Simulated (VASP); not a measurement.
Energy against volume of Ba (bcc). These are AM05 GGA, VASP's PBE PAW potentials (set 64) (plane waves; VASP) values and carry that method's errors.

```tsv
V (Å³/atom)	E (eV/atom)
57.816	-1.93772
59.662	-1.94254
61.507	-1.94405
63.352	-1.94265
65.197	-1.93860
```

Task: Fit a third-order Birch-Murnaghan equation of state.

Result: 
```json
{
  "volume_per_atom": "61.51 Å³/atom",
  "bulk_modulus": "8.5 GPa",
  "pressure_derivative_of_the_bulk_modulus": "2.68",
  "lattice_constant_a": "4.973 Å"
}
```

Measured: bulk modulus 9.3 GPa at 0 K (computed value off by -9.0 %), as given by H. Levämäki et al., Physical Review B (2014), arXiv:1402.3671 [corrected for temperature and zero-point phonon effects]; a 4.995 Å at 0 K (computed value off by -0.4 %), as given by Gábor I. Csonka et al., Physical Review B (2009), arXiv:0903.4037 [low-temperature or extrapolated to 0 K; zero-point anharmonic expansion removed].

The compound is Ba in the bcc structure. It was relaxed first.
